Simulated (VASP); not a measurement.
# BAu (Fm-3m) in VASP: settings compared, part 2 of 2

VASP 6.6.1. The steps go on from the part before.

### Step 4. Relaxation of the atoms, PBEsol+D3(BJ)

The input, INCAR:

```
  PREC = Accurate
  ENCUT = 520
  EDIFF = 1E-6
  ISMEAR = -1
  SIGMA = 0.05
  LREAL = On
  LASPH = True
  NELM = 60
  ALGO = Normal
  ISIF = 2
  LWAVE = False
  LCHARG = False
  GGA = PS
  IVDW = 12
  IBRION = 2
  NSW = 40
  EDIFFG = -0.01
  NBANDS = 31
```

The input, KPOINTS:

```
Automatic mesh
0
Gamma
  8 8 8
```

The input, POSCAR:

```
BAu
1.0
    0.0000000000      2.3501700000      2.3501700000
    2.3501700000      0.0000000000      2.3501700000
    2.3501700000      2.3501700000      0.0000000000
B Au
1 1
Selective dynamics
Direct
    0.0000000000      0.0000000000      0.0000000000  F F F
    0.5000000000      0.5000000000      0.5000000000  T T T
```

Potentials or basis: VASP PAW PBE potentials, release 54 (B, Au).

The run is started by

```console
$ cat potpaw_PBE.54/B/POTCAR potpaw_PBE.54/Au/POTCAR > POTCAR
$ mpirun -np 1 vasp_std > vasp.out
```

OUTCAR:

```text
PREC = Accurate
   ENCUT = 520
   EDIFF = 1E-6
   ISMEAR = -1
   LREAL = On
   LASPH = True
   NELM = 60
   ISIF = 2
   GGA = PS
   IVDW = 12
   IBRION = 2
   NSW = 40
   EDIFFG = -0.01
 IVDW          = 12

 ion  position               nearest neighbor table
   1  0.000  0.000  0.000-   2 2.35   2 2.35   2 2.35   2 2.35   2 2.35   2 2.35
   2  0.500  0.500  0.500-   1 2.35   1 2.35   1 2.35   1 2.35   1 2.35   1 2.35

  LATTYP: Found a face centered cubic cell.
 ALAT       =     4.7003400000

  Lattice vectors:

 A1 = (   0.0000000000,   2.3501700000,   2.3501700000)
 A2 = (   2.3501700000,   0.0000000000,   2.3501700000)
 A3 = (   2.3501700000,   2.3501700000,   0.0000000000)

Analysis of symmetry for initial positions (statically):
=====================================================================
 Subroutine PRICEL returns:
 Original cell was already a primitive cell.

 Routine SETGRP: Setting up the symmetry group for a
 face centered cubic supercell.

 Subroutine GETGRP returns: Found 48 space group operations
 (whereof 48 operations were pure point group operations)
 out of a pool of 48 trial point group operations.

The static configuration has the point symmetry O_h .

Analysis of symmetry for dynamics (positions and initial velocities):
=====================================================================
 Subroutine PRICEL returns:
 Original cell was already a primitive cell.

 Routine SETGRP: Setting up the symmetry group for a
 face centered cubic supercell.

 Subroutine GETGRP returns: Found 48 space group operations
 (whereof 48 operations were pure point group operations)
 out of a pool of 48 trial point group operations.

The dynamic configuration has the point symmetry O_h .

Analysis of constrained symmetry for selective dynamics:
=====================================================================
 Subroutine PRICEL returns:
 Original cell was already a primitive cell.

 Routine SETGRP: Setting up the symmetry group for a
 face centered cubic supercell.

 Subroutine GETGRP returns: Found 48 space group operations
 (whereof 48 operations were pure point group operations)
 out of a pool of 48 trial point group operations.

The constrained configuration has the point symmetry O_h .

 Subroutine INISYM returns: Found 48 space group operations
 (whereof 48 operations are pure point group operations),
 and found     1 'primitive' translations

----------------------------------------------------------------------------------------

                                     Primitive cell

  volume of cell :      25.9614

  direct lattice vectors                    reciprocal lattice vectors
     0.000000000  2.350170000  2.350170000    -0.212750567  0.212750567  0.212750567
     2.350170000  0.000000000  2.350170000     0.212750567 -0.212750567  0.212750567
     2.350170000  2.350170000  0.000000000     0.212750567  0.212750567 -0.212750567

  length of vectors
     3.323642288  3.323642288  3.323642288     0.368494791  0.368494791  0.368494791

  position of ions in fractional coordinates (direct lattice)
     0.000000000  0.000000000  0.000000000
     0.500000000  0.500000000  0.500000000

[... 28 lines left out ...]

 Found     29 irreducible k-points:

 Following reciprocal coordinates:
            Coordinates               Weight
  0.000000  0.000000  0.000000      1.000000
  0.125000  0.000000  0.000000      8.000000
  0.250000  0.000000  0.000000      8.000000
  0.375000  0.000000  0.000000      8.000000
  0.500000  0.000000  0.000000      4.000000
  0.125000  0.125000  0.000000      6.000000
[... 16 lines left out ...]
  0.500000  0.250000  0.125000     48.000000
 -0.375000  0.250000  0.125000     24.000000
 [... further k-points ...]
   k-points           NKPTS =     29   k-points in BZ     NKDIM =     29   number of bands    NBANDS=     31
   number of dos      NEDOS =    301   number of ions     NIONS =      2
   total plane-waves  NPLWV =  21952
   dimension x,y,z NGX =    28 NGY =   28 NGZ =   28
   dimension x,y,z NGXF=    56 NGYF=   56 NGZF=   56
   ions per type =               1   1
   NGX,Y,Z   is equivalent  to a cutoff of  14.01, 14.01, 14.01 a.u.
   NGXF,Y,Z  is equivalent  to a cutoff of  28.01, 28.01, 28.01 a.u.
 SYSTEM =  unknown system
   PREC   = accura    normal or accurate (medium, high low for compatibility)
   ISTART =      0    job   : 0-new  1-cont  2-samecut
   ICHARG =      2    charge: 1-file 2-atom 10-const
   ISPIN  =      1    spin polarized calculation?
   LNONCOLLINEAR =      F non collinear calculations
   LSORBIT =      F    spin-orbit coupling
   LASPH  =      T    aspherical Exc in radial PAW
   ENCUT  =  520.0 eV  38.22 Ry    6.18 a.u.   6.18  6.18  6.18*2*pi/ulx,y,z
   NELM   =     60;   NELMIN=  2; NELMDL= -5     # of ELM steps
   EDIFF  = 0.1E-05   stopping-criterion for ELM
   LREAL  =      T    real-space projection
   EDIFFG = -.1E-01   stopping-criterion for IOM
   NSW    =     40    number of steps for IOM
   IBRION =      2    ionic relax: 0-MD 1-quasi-New 2-CG
   NFREE  =      1    steps in history (QN), initial steepest desc. (CG)
   ISIF   =      2    stress and relaxation
   ISYM   =      2    0-nonsym 1-usesym 2-fastsym
   POTIM  = 0.5000    time-step for ionic-motion
   TEBEG  =    0.0;   TEEND  =   0.0 temperature during run
   PSTRESS=    0.0 pullay stress
   NELECT =      14.0000    total number of electrons
   NUPDOWN=      -1.0000    fix difference up-down
   EMIN   =  10.00;   EMAX   =-10.00  energy-range for DOS
   EFERMI =   0.00;   METHOD = LEGACY
   ISMEAR =    -1;   SIGMA  =   0.05  broadening in eV -4-tet -1-fermi 0-gaus
   EFERMI_NEDOS =   21; number of points for ismear=-14 and -15
   IALGO  =     38    algorithm
   IMIX   =      4    mixing-type and parameters
     AMIX     =   0.40;   BMIX     =  1.00
     AMIX_MAG =   1.60;   BMIX_MAG =  1.00
  volume/ion in A,a.u.               =      12.98        87.60
  Fermi-wavevector in a.u.,A,eV,Ry     =   1.332524  2.518104 24.158764  1.775619
  Thomas-Fermi vector in A             =   2.461452
   LORBIT       =      0    0 simple, 1 ext, 2 COOP (PROOUT), +10 PAW based schemes
   GGA     = PS    functional components
   LHFCALC =     F    Hartree Fock is set to
   AEXX    =    0.0000 exact exchange contribution
   IVDW    =    12    specifies the selected vdW correction
   LEPSILON=     F    determine dielectric tensor
   LRPA    =     F    only Hartree local field effects (RPA)
 conjugate gradient relaxation of ions
 non-spin polarized calculation
  energy-cutoff  :      520.00
  volume of cell :       25.96
 maximum number of plane-waves:       725
 NGX is ok and might be reduce to    28
   NGX = 13   NGY = 13   NGZ = 13

 number of electron      13.9999999 magnetization

 Free energy of the ion-electron system (eV)
  ---------------------------------------------------
  ext. energy  EPLUGINS =         0.00000000
  ---------------------------------------------------
  free energy    TOTEN  =        -5.06054584 eV

  energy without entropy =       -5.05409914  energy(sigma->0) =       -5.05732249

 E-fermi :   8.2313     XC(G=0): -12.3202

 val. band max:        8.1695300537   @ k =   0.5000   0.3750   0.1250
 cond. band min:       8.2368403372   @ k =  -0.3750   0.5000   0.1250
 fundamental gap:      0.0673102835
 Fermi energy:         8.2313051388

 k-point     1 :       0.0000    0.0000    0.0000
  band No.  band energies     occupation
      1      -4.3104      2.00000
      2       3.5547      2.00000
      3       3.5547      2.00000
      4       3.5547      2.00000
      5       3.8637      2.00000
      6       3.8637      2.00000
[... 505 lines left out ...]
      6       5.3122      2.00000
[... 11 lines left out ...]
     18      33.5643      0.00000
     19      34.1948      0.00000

 [... further k-points ...]

 [bands above 19 left out]

------------------------ aborting loop because EDIFF is reached ----------------------------------------

 Edisp (eV)   -0.72089

 E8    (eV) :    -0.4642

  FORCE on cell =-STRESS in cart. coord.  units (eV):
  Direction    XX          YY          ZZ          XY          YZ          ZX
  --------------------------------------------------------------------------------------
  -------------------------------------------------------------------------------------
  Total       1.07616     1.07616     1.07616    -0.00000    -0.00000    -0.00000
  in kB      66.41376    66.41376    66.41376    -0.00000    -0.00000    -0.00000
  external pressure =       66.41 kB  Pullay stress =        0.00 kB

 VOLUME and BASIS-vectors are now :
 -----------------------------------------------------------------------------
  energy-cutoff  :      520.00
  volume of cell :       25.96
      direct lattice vectors                 reciprocal lattice vectors
     0.000000000  2.350170000  2.350170000    -0.212750567  0.212750567  0.212750567
     2.350170000  0.000000000  2.350170000     0.212750567 -0.212750567  0.212750567
     2.350170000  2.350170000  0.000000000     0.212750567  0.212750567 -0.212750567

 POSITION                                       TOTAL-FORCE (eV/Angst)
 -----------------------------------------------------------------------------------
      0.00000      0.00000      0.00000         0.000000     -0.000000     -0.000000
      2.35017      2.35017      2.35017        -0.000000      0.000000      0.000000
 -----------------------------------------------------------------------------------
    total drift:                                0.000000      0.000000      0.000000

  FREE ENERGIE OF THE ION-ELECTRON SYSTEM (eV)
  ---------------------------------------------------
  free  energy   TOTEN  =        -5.7814365303 eV

  energy  without entropy=       -5.7749898245  energy(sigma->0) =       -5.77821318

 reached required accuracy - stopping structural energy minimisation
```

OSZICAR:

```text
N       E                     dE             d eps       ncg     rms          rms(c)
DAV:   1     0.814000588722E+02    0.81400E+02   -0.58050E+03  1798   0.436E+02
DAV:   2    -0.348673221335E+01   -0.84887E+02   -0.74172E+02  2166   0.134E+02
DAV:   3    -0.671738601246E+01   -0.32307E+01   -0.31842E+01  2285   0.240E+01
DAV:   4    -0.672408869433E+01   -0.67027E-02   -0.67004E-02  2289   0.110E+00
DAV:   5    -0.672411149328E+01   -0.22799E-04   -0.22797E-04  2068   0.635E-02    0.204E+01
DAV:   6    -0.525974681825E+01    0.14644E+01   -0.60669E+00  2355   0.106E+01    0.282E+01
DAV:   7    -0.510642835367E+01    0.15332E+00   -0.23835E-01  2202   0.230E+00    0.173E+01
DAV:   8    -0.506209756033E+01    0.44331E-01   -0.28469E-02  2281   0.833E-01    0.562E-01
DAV:   9    -0.506061021699E+01    0.14873E-02   -0.34447E-03  2300   0.257E-01    0.133E-01
DAV:  10    -0.506054767919E+01    0.62538E-04   -0.92642E-05  2269   0.427E-02    0.384E-02
DAV:  11    -0.506054542849E+01    0.22507E-05   -0.10059E-05  2367   0.141E-02    0.496E-03
DAV:  12    -0.506054584244E+01   -0.41396E-06   -0.23597E-07  1535   0.212E-03
   1 F= -.57814365E+01 E0= -.57782132E+01  d E =-.578144E+01
```

Wall time 40 s (1 thread of Intel Xeon Platinum 8375C at 2.90GHz (Ice Lake), shared host); peak memory 0.17 GiB.

These settings aren't checked as converged (typed here: LREAL = On; k = 8 × 8 × 8; NBANDS = 31): the numbers below hold their error.

Results:

| Property | Result |
| --- | --- |
| Free energy | -5.7814 eV |
| Pressure after relaxing | 6.6 GPa |
| Band gap on the k mesh | none (metal or under the smearing width) |
| Dispersion energy per atom | -0.360 eV |

Caveat: the relaxation stopped at its first step, so nothing moved; the PAW data sets were made with another functional, which shifts forces and pressure a little; pairwise dispersion overbinds metals, which lowers pressure and volume.

### Step 5. For comparison

An earlier run on the cell as given: functional PBE; potentials or basis VASP PAW PBE potentials, release 64 (B, Au); cutoff 520 eV; k mesh 10 × 10 × 10; occupations fermi-dirac, width 0.05 eV; no spin polarisation.

* Pressure: -0.2 GPa
* Band gap on the k mesh: none (metal or under the smearing width)

### Step 6. Summary

```tsv
task	level	potentials or basis	cell	cutoff (eV)	smearing	gap on the mesh (eV)	pressure (GPa)
relaxation of cell and atoms	PBE	VASP PAW PBE potentials, release 64 (B, Au)	relaxed	600	gaussian 0.05 eV	none	0.0
relaxation of the atoms	LDA	VASP PAW LDA potentials, release 64 (B, Au)	atoms relaxed	520	gaussian 0.05 eV	none	-10.0
single point	PBE	VASP PAW PBE potentials, release 64 (B, Au)	as given	520	fermi-dirac 0.05 eV	none	-0.2
```

Alike in all rows: no spin polarisation; k mesh 10 × 10 × 10.

Caveats: the relaxation stopped at its first step, so nothing moved (some runs).

Total energies depend on the potentials used, so only differences within one code and one set of settings carry meaning.
